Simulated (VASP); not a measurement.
Data:

```
CELL_PARAMETERS angstrom
      0.00000     2.77957     2.77957
      2.77957     0.00000     2.77957
      2.77957     2.77957     0.00000
ATOMIC_POSITIONS crystal
  Mg 0.00000 0.00000 0.00000
  Se 0.50000 0.50000 0.50000
```

All values below come from PW91 GGA, VASP's PBE PAW potentials (set 64) (plane waves; VASP 6.6.1). Numerical set-up: 520 eV cut-off, 8×8×8 Γ-centred mesh, Gaussian smearing of 0.050 eV, potentials Mg Se.

Problem. Give the stress tensor in GPa (positive for a compressed cell).

Solution. 
```
-1.70   0.00   0.00
 0.00  -1.70   0.00
 0.00   0.00  -1.70
```
The pressure is its mean diagonal, -1.70 GPa.

The compound is MgSe in the rock salt structure. This cell is one point of a volume scan, at 1.03 of the reference volume.
